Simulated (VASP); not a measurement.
Wanted: the native input for a VASP 6.6.1 run.

| Item | Value |
| --- | --- |
| Task | single point |
| Functional | r2SCAN |
| Potentials or basis | VASP PAW PBE potentials, release 64 (Hf_pv, Sn_d, S) |
| Cutoff | 520 eV |
| k mesh | 10 × 10 × 2 |
| Occupations | gaussian, width 0.1 eV |
| Spin | no spin polarisation |
| Further INCAR settings | ALGO = Normal; EDIFF = 1e-06; NBANDS = 44 |

The structure of Hf3SnS4 lies in POSCAR:

```
Hf3SnS4
1.0
    3.6112710000      0.0000000000      0.0000000000
   -1.8056350000      3.1274520000      0.0000000000
    0.0000000000      0.0000000000     17.4954300000
Hf Sn S
3 1 4
Direct
    0.6666670000      0.3333330000      0.0007190000
    0.3333330000      0.6666670000      0.3735390000
    0.3333330000      0.6666670000      0.6256300000
    0.0000000000      0.0000000000      0.4996010000
    0.0000000000      0.0000000000      0.9171600000
    0.3333330000      0.6666670000      0.0841890000
    0.6666670000      0.3333330000      0.2946190000
    0.6666670000      0.3333330000      0.7045710000
```

The cell was built by a generator and needn't be a form met in nature.

The input as run:

INCAR

```
PREC = Accurate
ENCUT = 520
EDIFF = 1E-6
ISMEAR = 0
SIGMA = 0.1
LREAL = False
LASPH = True
NELM = 150
ALGO = Normal
ISIF = 2
LWAVE = False
LCHARG = False
METAGGA = R2SCAN
LMIXTAU = True
NBANDS = 44
KPAR = 4
```

KPOINTS

```
Automatic mesh
0
Gamma
  10 10 2
```

Potentials or basis: VASP PAW PBE potentials, release 64 (Hf_pv, Sn_d, S).

Run with:

```bash
$ cat potpaw_PBE.64/Hf_pv/POTCAR potpaw_PBE.64/Sn_d/POTCAR potpaw_PBE.64/S/POTCAR > POTCAR
$ mpirun -np 4 vasp_std > vasp.out
```

It gave:

- Pressure: -1.4 GPa
- Largest force: 0.207 eV/Å
- Band gap on the k mesh: none (metal or under the smearing width)

Caveat: the PAW data sets were made with another functional, which shifts forces and pressure a little.

Wall time 12 min on 4 MPI ranks on AMD EPYC 7R13 Processor (Zen 3), on a shared host, peak memory 0.49 GiB a rank.
